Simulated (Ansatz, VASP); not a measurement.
# Cross-check of Ti (Titanium) between VASP and Ansatz

Wanted: the spread between two codes on one cell, functional and k mesh. Of the first pair: The two relaxations start from unlike cells of this crystal (the structure described is Ansatz's start), so only their ends are compared.

Method: plane waves, with VASP 6.6.1 beside it; relaxation of cell and atoms at PBEsol, relaxation of cell and atoms at LDA and relaxation of cell and atoms at r2SCAN, in Ansatz 0.2.0.

## Step 1: The structure

The structure is hexagonal, space group P6_3/mmc (No. 194). The conventional cell has a = 2.937 Å, b = 2.937 Å, c = 4.657 Å, α = 90.00°, β = 90.00°, γ = 120.00°. Nearest to Ti lie 12 Ti at 2.88 to 2.94 Å.

## Step 2: Ansatz: relaxation of cell and atoms, PBEsol

Ansatz runs on its default PAW (the set named soft_2) files.

The relaxed volume is the usual yardstick between codes: in a stiff, nearly cubic crystal its relative difference is about their pressure difference at one cell divided by the bulk modulus.

The input, input.yaml:

```yaml
crystal:
  lattice:
    - [2.9366970515, 0.0, 0.0]
    - [-1.4683485258, 2.5432542498, 0.0]
    - [0.0, 0.0, 4.656919804]
  atoms:
    - { symbol: Ti, position: [0.3333333333, 0.6666666667, 0.25] }
    - { symbol: Ti, position: [0.6666666667, 0.3333333333, 0.75] }
kpoints:
  mp_grid: { grid: [12, 12, 6] }
hamiltonian:
  xc: pbesol
scf:
  occupations: { method: methfessel_paxton, width: 0.2 }
output:
  forces: true
  stress: true
  eigenvalues: true
relax:
  adjacent_minimum: "off"
  f_tol: 0.001
  max_steps: 60
  cell: { stress_tol: 0.01 }
```

On the command line:

```sh
ansatz run input.yaml --threads 4 --pin off --max-ram 10240MiB --backend cpu --events-out ev --progress --plain --runs-dir out
```

Numbers of over 12 decimals in the logs are rounded to 6 here.

Output:

```text
Engine: ansatz 0.2.0, aarch64-unknown-linux-gnu
Pseudopotentials: kind: paw
Pseudopotential: Ti, paw, valence charge 12, recommended cutoff 420 eV (normal), Ti.paw.azcp
Functional definition: PBEsol
  exchange = pbesol_x
  correlation = pbesol_c
Crystal: 2 atoms, lattice volume = 34.781 Å³
Basis set: ecut = 420 eV, 687 PW (Γ), exchange–correlation on 40×40×64 points (8 copies of the dense FFT grid, shifted against one another)
Bands: 16, of which v1, the nominal top of the filled ones, is band 12 counted from 1 (11 counted from 0)
Symmetry: 24 space group operations
Space group: P63/mmc (ITA 194), of the structure as read, at distance tolerance 3.3e-5 Å
k-points: 76 of 864
Non-local potential: Ti, projectors of the file, l = 0: 3, l = 1: 2, l = 2: 3, l = 3: 1
PAW form: soft (Blöchl's): semilocal exchange-correlation on the pseudo side does not see the compensation charge
PAW frozen core: Ti, regenerated for the run's functional, and the local potential with it (the file was generated under x = pbe(κ = 0.804, μ = 0.219515), c = pbe(β = 0.066725))
PAW one-centre angular grid: Ti, 590 points (default); XC on 64 Gauss nodes
Initial density: superposition of atomic densities (neutral atoms: chi_scale 0, normalization atom), corrected by the library's trained network
Initial wavefunctions: pseudopotential atomic-orbital guess
Functional: x = pbesol(κ = 0.804, μ = 0.123457), c = pbesol(β = 0.046)
SCF iter   1: F=—  HF=-4947.778088 eV  |F-HF|=—  |Δ(HF+E_count)|=         —  Δρ=8.45e-3  dr2=1.89e-2  ethr=1.77e-3  ⟨swp⟩=3.3  Hψ=4407  notcnv=0
preconditioner: auto → none  [metal: Δε(μ)=0.028 eV  Ē_g=2.865 eV  σ=0.200 eV  W_gap=0.12  n_scr=8 (ndim 8)  ℏωp=17.8 eV  f_vac=0.000  D(μ)=2.19/eV (n_scr^D=22)  sad-step TF]
SCF iter   2: F=—  HF=-4947.772722 eV  |F-HF|=—  |Δ(HF+E_count)|=   5.37e-3  S|Δr|=    0.00e0  Δρ=3.73e-3  dr2=3.83e-3  ethr=7.88e-5  ⟨swp⟩=1.3  Hψ=1938  notcnv=0
SCF iter   3: F=—  HF=-4947.771682 eV  |F-HF|=—  |Δ(HF+E_count)|=   1.04e-3  S|Δr|=    0.00e0  Δρ=3.36e-4  dr2=1.18e-5  ethr=1.60e-5  ⟨swp⟩=3.0  Hψ=2342  notcnv=0
SCF iter   4: F=—  HF=-4947.771673 eV  |F-HF|=—  |Δ(HF+E_count)|=   9.42e-6  S|Δr|=    0.00e0  Δρ=3.98e-5  dr2=1.51e-7  ethr=4.92e-8  ⟨swp⟩=2.0  Hψ=2032  notcnv=0
SCF iter   5: F=-4947.771673 eV  HF=-4947.771673 eV  |F-HF|=1.13e-8  |Δ(HF+E_count)|=   2.33e-7  S|Δr|=    0.00e0  Δρ=7.00e-6  dr2=1.34e-8  ethr=4.17e-10  ⟨swp⟩=4.9  Hψ=4682  notcnv=0
SCF 1 converged in 5 iterations: F = -4947.771673 eV  dr2 = 1.34e-8
  greatest PAW one-centre occupation: 0.999 electrons in one spin orbital (limit 2), on the Ti atom at site 1 (counted from 0), in its partial waves of l = 0
relax step   1: F+E_penalty+E_count = -4947.77167317 eV  Δ(F+E_penalty+E_count) = +0.000e0 eV  max|allowed force component| = 3.701e-16 eV/Å  Δτ_max = 0.0000 Å  P = -4.371 GPa  Ω = 34.781 Å³  (5 SCF iters, dr2 threshold 1.00e-7 eV, accepted)
[...]
relax step   2: F+E_penalty+E_count = -4947.76297054 eV  Δ(F+E_penalty+E_count) = +8.703e-3 eV  max|allowed force component| = 1.850e-16 eV/Å  Δτ_max = 0.0000 Å  P = +6.015 GPa  Ω = 31.921 Å³  energy of the carried Pulay correction = +1.755e-4 eV  (5 SCF iters, dr2 threshold 2.00e-7 eV, rejected (line search))
[...]
relax step   3: F+E_penalty+E_count = -4947.79052202 eV  Δ(F+E_penalty+E_count) = -1.885e-2 eV  max|allowed force component| = 2.683e-16 eV/Å  Δτ_max = 0.0000 Å  P = -0.274 GPa  Ω = 33.519 Å³  energy of the carried Pulay correction = +7.567e-5 eV  (7 SCF iters, accepted)
[...]
relax step   4: F+E_penalty+E_count = -4947.79060455 eV  Δ(F+E_penalty+E_count) = -8.253e-5 eV  max|allowed force component| = 3.701e-17 eV/Å  Δτ_max = 0.0000 Å  P = +0.016 GPa  Ω = 33.438 Å³  energy of the carried Pulay correction = +8.065e-5 eV  (2 SCF iters, dr2 threshold 2.00e-7 eV, accepted)
[...]
relax step   5: F+E_penalty+E_count = -4947.79060669 eV  Δ(F+E_penalty+E_count) = -2.145e-6 eV  max|allowed force component| = 5.551e-17 eV/Å  Δτ_max = 0.0000 Å  P = +0.004 GPa  Ω = 33.441 Å³  energy of the carried Pulay correction = +8.047e-5 eV  (3 SCF iters, dr2 threshold 3.56e-9 eV, accepted)
[...]
relax step   6: F+E_penalty+E_count = -4947.79060706 eV  Δ(F+E_penalty+E_count) = -3.726e-7 eV  max|allowed force component| = 1.480e-16 eV/Å  Δτ_max = 0.0000 Å  P = +0.000 GPa  Ω = 33.442 Å³  energy of the carried Pulay correction = +8.040e-5 eV  (3 SCF iters, dr2 threshold 4.53e-10 eV, accepted)
[...]
relax step   7: F+E_penalty+E_count = -4947.79052877 eV  Δ(F+E_penalty+E_count) = +7.830e-5 eV  max|allowed force component| = 9.252e-17 eV/Å  Δτ_max = 0.0000 Å  P = +0.002 GPa  Ω = 33.442 Å³  stress off target by 2.33e-3 GPa  SCF on the basis re-selected at this cell (its energy is not comparable with the rows above)  (5 SCF iters)
basis re-selected at this cell: Δ(F+E_penalty+E_count) = +7.830e-5 eV, ΔP = +0.002 GPa vs the last step (what re-selecting the basis moved, of the pressure what is left beyond the Pulay correction that the steps carried, after the strain that the cell walked since its last selection, with what the two solves' SCF thresholds leave and, on support functions, any second-order correction that the steps lacked; it is no m [...]
SCF converged after 5 iterations
Stability not checked: this state was not tested for a lower state beside it, because cold or Methfessel-Paxton smearing, or corrected tetrahedra, fill the levels in a way that the test cannot read (fill_not_monotonic; see scf.lower_state_search)
Free energy (F): -4947.790529 eV
Harris-Foulkes:  -4947.790529 eV  (|F-HF|=9.09e-13)
Internal energy: -4947.793765 eV  (E = F + TS)
E sigma→0 (E₀):  -4947.791338 eV
Entropy (-TS):   0.003237 eV (1.618 meV/atom)
Fermi energy:    13.882428 eV
--- Per-component energies (eV) ---
  E_band       = -300.072918
  E_kinetic    = 546.116236
  E_local      = -1584.571401  (includes V_loc(G=0)·N_el)
  E_nonlocal   = 18.762821
  E_hartree    = 652.253865
  E_xc         = -193.886489
  E_vxc        = -243.656012  (∫ρ·V_xc dr)
  E_paw        = -2045.109724  (= ΣΔE_a)
  E_vpaw       = -341.232502  (= ΣTr[D̂ρ^β])
  E_aug_tail   = 0.000211  (compensation charges beyond the density's cutoff)
  E_ewald      = -2341.638053
  E_core_change = 0.278769  (= ΣΔE_core)
  E_smearing   = 0.003237  (= −TS)
  E_closure    = -0.000000  (closes the sum)
  Σ components = -4947.790529   (vs F -4947.790529, Δ=0.00e0)
--- Forces (eV/Å), atoms counted from 1 ---
  atom   1  Ti    -0.00000000    -0.00000000     0.00000000
  atom   2  Ti     0.00000000     0.00000000    -0.00000000
  max |Σ_I F_I| component: 3.70e-17 eV/Å
--- Stress (GPa, compression-positive) ---
        0.002151       0.000000       0.000000
        0.000000       0.002151      -0.000000
        0.000000      -0.000000       0.002328
  P = ⅓ Tr σ = 0.0022 GPa (0.022 kbar)
--- Band table (eV; the first three rows and the last of 76) ---
  k-point 0: bands = [... 8 lower, 7.5877, 11.0766, 14.6573, 14.6573, 14.7434, 14.7901, 15.1902, 15.1902]
  k-point 1: bands = [... 8 lower, 7.8297, 10.9652, 14.3609, 14.5554, 14.5554, 14.6549, 15.0592, 15.0592]
  k-point 2: bands = [... 8 lower, 8.5135, 10.4502, 13.8924, 14.3122, 14.4734, 14.4734, 14.7860, 14.7860]
  k-point 75: bands = [... 8 lower, 12.5574, 12.5574, 12.7223, 12.7223, 13.6671, 13.6671, 15.6089, 15.6089]
--- Relaxed structure (6 steps of the walk, 5 accepted, 1 SCFs on fresh bases) ---
  F+E_penalty+E_count = -4947.79052877 eV   max|allowed force component| = 9.252e-17 eV/Å   (the final SCF, on the basis selected at the relaxed cell)
  cell:  # Å, volume = 33.4419 Å³
    - [2.900264, 2.8509321329918838e-11, 0.0]
    - [-1.450132, 2.511702, 0.0]
    - [0.0, 0.0, 4.590770]
  atoms:
    - { symbol: Ti, position: [0.333333, 0.666667, 0.25] }
    - { symbol: Ti, position: [0.666667, 0.333333, 0.75] }
```

## Step 3: VASP: relaxation of cell and atoms, PBEsol

Its own start cell and the same functional, mesh and smearing now go to VASP, with its own data sets.

Lines of VASP's logs that name or quote its potential files are left out, and so is its time.

The input, INCAR:

```
SYSTEM = Ti
PREC = Accurate
ENCUT = 500
EDIFF = 1E-07
NELM = 120
ISMEAR = 1
SIGMA = 0.2
LREAL = .FALSE.
ALGO = Normal
GGA = PS
NBANDS = 18
LASPH = .TRUE.
LORBIT = 11
LWAVE = .FALSE.
LCHARG = .FALSE.
ISIF = 3
IBRION = 2
NSW = 80
EDIFFG = -0.005
GGA_COMPAT = .FALSE.
NELMIN = 4
KPAR = 2
```

The input, POSCAR:

```
Ti
1.0
    2.8975665734      0.0000000077      0.0000000000
   -1.4487837734      2.5093660608      0.0000000000
    0.0000000000      0.0000000000      4.5875531435
Ti
2
Direct
    0.3333335124      0.6666667977      0.2500000000
    0.6666668281      0.3333332023      0.7500000000
```

The input, KPOINTS:

```
Automatic mesh
0
Gamma
12 12 6
0 0 0
```

PAW data sets: Ti_sv (PBE family, release 64).

On the command line:

```sh
mpirun -np 2 vasp_std
```

Output:

```text
[banner, memory and clock lines left out]
running    2 mpi-ranks, on    1 nodes
 distrk:  each k-point on    1 cores,    2 groups
 distr:  one band on    1 cores,    1 groups

 POSCAR found type information on POSCAR Ti
 POSCAR found :  1 types and       2 ions
|                                                                             |
|               ----> ADVICE to this user running VASP <----                  |
|                                                                             |
|     You enforced a specific xc type in the INCAR file but a different       |
|     [... a line on the potential file left out ...]
|     I HOPE YOU KNOW WHAT YOU ARE DOING!                                     |
|                                                                             |

 LDA part: xc-table for (Slater+PW92), standard interpolation
 POSCAR, INCAR and KPOINTS ok, starting setup
 FFT: planning ... GRIDC
 FFT: planning ... GRID_SOFT
 FFT: planning ... GRID
 WAVECAR not read
 entering main loop
       N       E                     dE             d eps       ncg     rms          rms(c)
DAV:   1     0.255434593879E+03    0.25543E+03   -0.12803E+04  2736   0.162E+03
DAV:   2     0.105616578500E+02   -0.24487E+03   -0.24164E+03  2796   0.453E+02
DAV:   3    -0.177553284185E+02   -0.28317E+02   -0.28024E+02  5194   0.127E+02
DAV:   4    -0.188543953593E+02   -0.10991E+01   -0.10983E+01  3038   0.262E+01
DAV:   5    -0.189080998062E+02   -0.53704E-01   -0.53697E-01  4278   0.411E+00    0.129E+01
DAV:   6    -0.166817648389E+02    0.22263E+01   -0.79514E+00  3208   0.299E+01    0.323E+00
DAV:   7    -0.166562420378E+02    0.25523E-01   -0.86760E-01  4128   0.714E+00    0.209E+00
DAV:   8    -0.166854776168E+02   -0.29236E-01   -0.23784E-01  3160   0.592E+00    0.773E-01
DAV:   9    -0.166756425163E+02    0.98351E-02   -0.56190E-02  3236   0.253E+00    0.752E-02
DAV:  10    -0.166760616254E+02   -0.41911E-03   -0.32093E-03  4040   0.383E-01    0.989E-02
DAV:  11    -0.166761134471E+02   -0.51822E-04   -0.23024E-04  3168   0.124E-01    0.364E-02
DAV:  12    -0.166761050969E+02    0.83502E-05   -0.44641E-05  3506   0.575E-02    0.582E-03
DAV:  13    -0.166761052503E+02   -0.15345E-06   -0.13655E-06  3294   0.106E-02    0.652E-04
DAV:  14    -0.166761053050E+02   -0.54688E-07   -0.15680E-07  2218   0.285E-03
   1 F= -.16676105E+02 E0= -.16677199E+02  d E =-.166761E+02
 curvature:   0.00 expect dE= 0.000E+00 dE for cont linesearch  0.000E+00
 trial: gam= 0.00000 g(F)=  0.164E-39 g(S)=  0.380E-05 ort = 0.000E+00 (trialstep = 0.100E+01)
 search vector abs. value=  0.380E-05
 bond charge predicted
       N       E                     dE             d eps       ncg     rms          rms(c)
DAV:   1    -0.166761934284E+02   -0.88178E-04   -0.21254E-03  4228   0.585E-01    0.815E-02
DAV:   2    -0.166761042228E+02    0.89206E-04   -0.35877E-04  3660   0.207E-01    0.216E-02
DAV:   3    -0.166761017289E+02    0.24939E-05   -0.64010E-05  3926   0.477E-02    0.802E-03
DAV:   4    -0.166761043721E+02   -0.26431E-05   -0.84249E-06  3652   0.211E-02    0.333E-03
DAV:   5    -0.166761065491E+02   -0.21771E-05   -0.45703E-06  3582   0.125E-02    0.445E-03
DAV:   6    -0.166761070408E+02   -0.49163E-06   -0.89781E-07  3206   0.797E-03    0.138E-03
DAV:   7    -0.166761072607E+02   -0.21995E-06   -0.18702E-07  2144   0.363E-03    0.488E-04
DAV:   8    -0.166761072210E+02    0.39709E-07   -0.21440E-08  1422   0.148E-03
   2 F= -.16676107E+02 E0= -.16677199E+02  d E =-.191600E-05
 trial-energy change:   -0.000002  1 .order   -0.000001   -0.000004    0.000001
 step:   0.8714(harm=  0.8034)  dis= 0.00000  next Energy=   -16.676107 (dE=-0.197E-05)
 reached required accuracy - stopping structural energy minimisation
```

From OUTCAR (step 3):

```text
ion  position               nearest neighbor table
   1  0.333  0.667  0.250-   2 2.84   2 2.84   2 2.84   2 2.84   2 2.84   2 2.84
   2  0.667  0.333  0.750-   1 2.84   1 2.84   1 2.84   1 2.84   1 2.84   1 2.84

  LATTYP: Found a hexagonal cell.
 ALAT       =     2.8975665734
 C/A-ratio  =     1.5832433966

 Subroutine GETGRP returns: Found 24 space group operations
 (whereof 12 operations were pure point group operations)

The static configuration has the point symmetry D_3d.
 The point group associated with its full space group is D_6h.

 Found     76 irreducible k-points:

   k-points           NKPTS =     76   k-points in BZ     NKDIM =     76   number of bands    NBANDS=     18

   dimension x,y,z NGX =    24 NGY =   24 NGZ =   36
   dimension x,y,z NGXF=    48 NGYF=   48 NGZF=   72

   ENCUT  =  500.0 eV  36.75 Ry    6.06 a.u.   5.28  5.28  8.36*2*pi/ulx,y,z

   NELECT =      24.0000    total number of electrons

 k-points in reciprocal lattice and weights: Automatic mesh
   0.00000000  0.00000000  0.00000000       0.001
   0.08333333  0.00000000  0.00000000       0.007
   0.16666667  0.00000000  0.00000000       0.007
   0.25000000  0.00000000  0.00000000       0.007
   0.33333333  0.00000000  0.00000000       0.007
   0.41666667  0.00000000  0.00000000       0.007
   0.50000000  0.00000000  0.00000000       0.003
   0.08333333  0.08333333  0.00000000       0.007
   0.16666667  0.08333333  0.00000000       0.014
[...]
0.33333333  0.25000000  0.50000000       0.014
   0.33333333  0.33333333  0.50000000       0.002

 average (electrostatic) potential at core
       1 -71.7737       2 -71.7737

 E-fermi :   8.6690

 k-point     1 :       0.0000    0.0000    0.0000
  band No.  band energies     occupation
    ...
      6     -23.8375      2.00000
      7     -23.8005      2.00000
      8     -23.8005      2.00000
      9       2.3414      2.00000
     10       5.8505      2.00000
     11       9.4422     -0.00000
     12       9.4422     -0.00000
     13       9.5504     -0.00000
     14       9.5719     -0.00000
     15       9.9747     -0.00000
    ...

 k-point     2 :       0.0833    0.0000    0.0000
  band No.  band energies     occupation
    ...
      6     -23.8449      2.00000
      7     -23.8382      2.00000
      8     -23.8052      2.00000
      9       2.5443      2.00000
     10       6.0109      2.00000
     11       9.0990     -0.00956
     12       9.1513     -0.00341
     13       9.5878     -0.00000
     14       9.8129     -0.00000
     15       9.8923     -0.00000
    ...

 k-point     3 :       0.1667    0.0000    0.0000
  band No.  band energies     occupation
    ...
      8     -23.8188      2.00000
      9       3.1252      2.00000
     10       6.4226      2.00000
     11       8.4010      2.06743
     12       8.6086      1.48651
     13       9.5929     -0.00000
     14       9.9484     -0.00000
     15       9.9973     -0.00000
     16      10.0071     -0.00000
     17      10.2216     -0.00000
    ...

  Total        0.0030155      0.0030155      0.0008127     -0.0000000      0.0000000      0.0000000
  in kB        0.1449123      0.1449123      0.0390554     -0.0000000      0.0000000      0.0000000
  external PRESSURE =       0.1096267 kB  Pullay stress =       0.0000000 kB

  energy-cutoff  :      500.00
  volume of cell :       33.34
      direct lattice vectors                 reciprocal lattice vectors
     2.897217007  0.000000008 -0.000000000     0.345158818  0.199277620  0.000000000
    -1.448608990  2.509063327  0.000000000    -0.000000001  0.398555105  0.000000000
     0.000000000 -0.000000000  4.586404789     0.000000000 -0.000000000  0.218035705

 POSITION                                       TOTAL-FORCE (eV/Angst)
 -----------------------------------------------------------------------------------
      0.00000      1.67271      1.14660        -0.000000      0.000000      0.000000
      1.44861      0.83635      3.43980         0.000000     -0.000000      0.000000
 -----------------------------------------------------------------------------------
    total drift:                               -0.001337      0.000171     -0.000146

  FREE ENERGIE OF THE ION-ELECTRON SYSTEM (eV)
  ---------------------------------------------------
  free  energy   TOTEN  =       -16.6761072210 eV

  energy  without entropy=      -16.6793837830  energy(sigma->0) =      -16.67719941

 reached required accuracy - stopping structural energy minimisation

 total charge
# of ion       s       p       d       tot
------------------------------------------
    1        2.260   6.130   1.913  10.303
    2        2.260   6.130   1.913  10.303
--------------------------------------------------
tot          4.520  12.260   3.827  20.606

[... 3 further parts left out ...]
```

CONTCAR:

```
Ti
   1.00000000000000
     2.8972170069784164    0.0000000077659417   -0.0000000000000000
    -1.4486089900725805    2.5090633274369529    0.0000000000000000
     0.0000000000000000   -0.0000000000000000    4.5864047893803157
  Ti
     2
Direct
     0.3333335124000030    0.6666667977000031    0.2500000000000000
     0.6666668280999986    0.3333332022999969    0.7500000000000000
```

The run keeps the 24 symmetry operations of its start, so it cannot find a distortion of lower symmetry.

## Step 4: Comparison

Known differences besides the potentials themselves: the cutoff is 420 eV in Ansatz and 500 eV in VASP; Ansatz makes its cores anew for this functional, VASP keeps those of its PBE data sets; Ansatz adds a Pulay correction to the stress that steers its cell, VASP none. Total energies have different zeros and are not compared.

Compared:

```csv
quantity,Ansatz,VASP,difference
volume (Å³),33.44,33.34,+0.31 %
"edge a after relaxation, in the typed setting (Å)",2.900,2.897,+0.11 %
"edge c after relaxation, in the typed setting (Å)",4.591,4.586,+0.10 %
```

## Step 5: Ansatz: relaxation of cell and atoms, LDA

The relaxed volume is the usual yardstick between codes: in a stiff, nearly cubic crystal its relative difference is about their pressure difference at one cell divided by the bulk modulus.

The two relaxations start from unlike cells of this crystal (the structure described is Ansatz's start), so only their ends are compared.

Changes to input.yaml since step 2:

```diff
@@ -11,3 +11,3 @@
 hamiltonian:
-  xc: pbesol
+  xc: lda
 scf:
```

On the command line:

```sh
ansatz run input.yaml --threads 4 --pin off --max-ram 10240MiB --backend cpu --events-out ev --progress --plain --runs-dir out
```

Output:

```text
[...]
Crystal: 2 atoms, lattice volume = 34.781 Å³
Basis set: ecut = 420 eV, 687 PW (Γ)
Bands: 16, of which v1, the nominal top of the filled ones, is band 12 counted from 1 (11 counted from 0)
Symmetry: 24 space group operations
[...]
k-points: 76 of 864
[...]
k-point 75: bands = [... 8 lower, 12.9583, 12.9583, 13.0914, 13.0914, 14.1452, 14.1452, 16.0744, 16.0744]
--- Relaxed structure (7 steps of the walk, 7 accepted, 2 SCFs on fresh bases) ---
[...]
cell:  # Å, volume = 32.2004 Å³
    - [2.863990, 2.815274885719723e-11, 0.0]
    - [-1.431995, 2.480288, 0.0]
    - [0.0, 0.0, 4.533026]
  atoms:
    - { symbol: Ti, position: [0.333333, 0.666667, 0.250000] }
    - { symbol: Ti, position: [0.666667, 0.333333, 0.750000] }
[key lines of the parts left out:]
SCF converged after 4 iterations
Free energy (F): -4900.600419 eV
Fermi energy:    14.310125 eV
P = ⅓ Tr σ = 0.0006 GPa (0.006 kbar)
```

(Continued in part 2 of 2.)

[Lines on the potential files, build, host, timing and source positions are cut from VASP's logs without a mark.]

[Logs are printed without paths, hosts, clocks, repeated set-up lines and the standing remarks that a program may print on its own settings, such as how far it seeks lower states.]

[Hosts, paths, dates, database ids (printed as entryN), source tags and the programs' standing remarks are cut or masked in the printed files.]
